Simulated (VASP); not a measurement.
The system is ScHg.

```
Sc Hg
1.0
     3.48000    0.00000    0.00000
     0.00000    3.48000    0.00000
     0.00000    0.00000    3.48000
Sc Hg
1 1
Direct
  0.50000 0.50000 0.50000
  0.00000 0.00000 0.00000
```

| Item | Value |
| --- | --- |
| Program | VASP 6.6.1 |
| Task | relaxation of cell and atoms |
| Functional | LDA |
| Potentials or basis | VASP PAW LDA potentials, release 64 (Sc_sv, Hg) |
| Cutoff | 600 eV |
| k mesh | 12 × 12 × 12 |
| Occupations | gaussian, width 0.1 eV |
| Spin | no spin polarisation |

At the start: pressure -3.5 GPa; volume 21.07 Å³/atom.

Q: Where does the relaxation end?

A: Over 3 steps the energy falls by 9.6 meV/atom and the volume is 20.24 Å³/atom (-4.0 %); space group Pm-3m (No. 221, to 0.05 Å).

Step by step:
| step | energy change (eV) | largest force (eV/Å) | pressure (GPa) | volume (Å³) |
| --- | --- | --- | --- | --- |
| 1 | 0.0000 | 0.0000 | -3.54 | 42.14 |
| 2 | -0.0097 | 0.0000 | 2.83 | 39.37 |
| 3 | -0.0192 | 0.0000 | -0.02 | 40.47 |

Final structure:
```
Sc Hg
1.0
     3.43341    0.00000    0.00000
     0.00000    3.43341    0.00000
     0.00000    0.00000    3.43341
Sc Hg
1 1
Direct
  0.50000 0.50000 0.50000
  0.00000 0.00000 0.00000
```
